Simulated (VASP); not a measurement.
Calculation: PBEsol GGA, VASP's PBE PAW potentials (set 64) (plane waves; VASP).

VASP ran on this input.

INCAR:
```
ALGO = Normal
EDIFF = 1E-7
ENCUT = 520
GGA = PS
ISIF = 2
ISMEAR = -5
LASPH = .True.
LCHARG = .True.
LORBIT = 11
LREAL = .False.
LWAVE = .False.
NEDOS = 601
NELM = 100
PREC = Accurate
SYSTEM = Li
```

KPOINTS:
```
Automatic mesh
0
Gamma
17 17 17
0 0 0
```

### POSCAR
```
Li
1
   -1.7132431163     1.7132431163     1.7132431163
    1.7132431163    -1.7132431163     1.7132431163
    1.7132431163     1.7132431163    -1.7132431163
Li
1
Direct
  0.0000000000   0.0000000000   0.0000000000
```

POTCAR, in this order: Li_sv (PBE.64 set). Program: vasp_std.

Output

File OSZICAR:
```
       N       E                     dE             d eps       ncg     rms          rms(c)
DAV:   1     0.303556675689E+00    0.30356E+00   -0.71712E+02  1670   0.427E+02
DAV:   2    -0.187158887630E+01   -0.21751E+01   -0.21196E+01  2310   0.565E+01
DAV:   3    -0.196449956965E+01   -0.92911E-01   -0.92491E-01  2000   0.828E+00
DAV:   4    -0.196777323757E+01   -0.32737E-02   -0.32585E-02  2235   0.144E+00
DAV:   5    -0.196780810917E+01   -0.34872E-04   -0.34864E-04  2050   0.130E-01    0.333E-01
DAV:   6    -0.196616693144E+01    0.16412E-02   -0.57498E-04  2280   0.178E-01    0.188E-01
DAV:   7    -0.196547601073E+01    0.69092E-03   -0.17061E-03  2275   0.306E-01    0.319E-02
DAV:   8    -0.196550726996E+01   -0.31259E-04   -0.32983E-04  1850   0.171E-01    0.298E-03
DAV:   9    -0.196550625852E+01    0.10114E-05   -0.70771E-06  2075   0.296E-02    0.963E-04
DAV:  10    -0.196550568264E+01    0.57588E-06   -0.86641E-07  2215   0.669E-03    0.691E-04
DAV:  11    -0.196550550325E+01    0.17939E-06   -0.22542E-08   980   0.188E-03    0.596E-05
DAV:  12    -0.196550549320E+01    0.10051E-07   -0.41214E-09   845   0.752E-04
   1 F= -.19655055E+01 E0= -.19655055E+01  d E =0.000000E+00
```

**OUTCAR**
```
------------------------ aborting loop because EDIFF is reached ----------------------------------------
  FORCE on cell =-STRESS in cart. coord.  units (eV):
  Direction    XX          YY          ZZ          XY          YZ          ZX
  --------------------------------------------------------------------------------------
  Total       -0.0021662     -0.0021662     -0.0021662      0.0000000      0.0000000     -0.0000000
  in kB       -0.1725442     -0.1725442     -0.1725442      0.0000000      0.0000000     -0.0000000
  external PRESSURE =      -0.1725442 kB  Pullay stress =       0.0000000 kB
  volume of cell :       20.11
      direct lattice vectors                 reciprocal lattice vectors
    -1.713243116  1.713243116  1.713243116     0.000000000  0.291844161  0.291844161
     1.713243116 -1.713243116  1.713243116     0.291844161  0.000000000  0.291844161
     1.713243116  1.713243116 -1.713243116     0.291844161  0.291844161  0.000000000
 POSITION                                       TOTAL-FORCE (eV/Angst)
 -----------------------------------------------------------------------------------
      0.00000      0.00000      0.00000         0.000000     -0.000000      0.000000
 -----------------------------------------------------------------------------------
    total drift:                               -0.000000      0.000000      0.000000
  FREE ENERGIE OF THE ION-ELECTRON SYSTEM (eV)
  ---------------------------------------------------
  free  energy   TOTEN  =        -1.9655054932 eV

  energy  without entropy=       -1.9655054932  energy(sigma->0) =       -1.96550549

 total charge

# of ion       s       p       d       tot
------------------------------------------
    1        2.033   0.046   0.000   2.078
```
(Selected blocks of OUTCAR.)

For a metal the tetrahedron method with Blöchl corrections gives inexact stress and forces.

The compound is Li in the bcc structure. It was relaxed first, which changed the volume by -5 %.
